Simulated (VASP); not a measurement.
Given:

```
Mg3Sb2
1.0
    2.28812    -3.96314     0.00000
    2.28812     3.96314     0.00000
    0.00000     0.00000     7.23857
Mg Sb
3 2
Direct
  0.00000   0.00000   0.00000
  0.33333   0.66667   0.63265
  0.66667   0.33333   0.36735
  0.33333   0.66667   0.22545
  0.66667   0.33333   0.77455
```

The numbers are results of rev-vdW-DF2, VASP's PBE PAW potentials (set 64) (plane waves; VASP), not measurements. Numerical set-up: 520 eV cut-off, Gaussian smearing of 0.050 eV, potentials Mg Sb.

Unless said otherwise, spin-orbit coupling is left out, though it shifts the bands of the heavy elements here.

Give the energies of bands 3 to 11 at the high-symmetry points, in eV from the valence-band maximum.

```json
[
 {"band": "3", "Γ": "-4.90", "M": "-4.66", "K": "-4.34", "A": "-3.07", "L": "-4.91", "H": "-4.29"},
 {"band": "4", "Γ": "-1.10", "M": "-3.75", "K": "-3.59", "A": "-3.00", "L": "-4.56", "H": "-4.29"},
 {"band": "5", "Γ": "-1.10", "M": "-3.23", "K": "-3.59", "A": "-0.78", "L": "-1.86", "H": "-4.00"},
 {"band": "6", "Γ": "-0.40", "M": "-2.29", "K": "-2.55", "A": "-0.78", "L": "-1.68", "H": "-3.31"},
 {"band": "7", "Γ": "-0.40", "M": "-2.20", "K": "-2.55", "A": "-0.74", "L": "-1.63", "H": "-0.98"},
 {"band": "8", "Γ": "0.00", "M": "-0.89", "K": "-2.51", "A": "-0.74", "L": "-1.52", "H": "-0.98"},
 {"band": "9", "Γ": "1.07", "M": "0.38", "K": "0.25", "A": "1.79", "L": "0.45", "H": "1.79"},
 {"band": "10", "Γ": "1.23", "M": "1.97", "K": "4.15", "A": "1.84", "L": "1.33", "H": "1.79"},
 {"band": "11", "Γ": "3.06", "M": "2.15", "K": "4.20", "A": "2.72", "L": "1.73", "H": "2.52"}
]
```

The gap is indirect, 0.23 eV, from the valence maximum at Γ to the conduction minimum at L-M at 0.33.

The compound is Mg3Sb2 in the a-la2o3 structure. It was relaxed first.
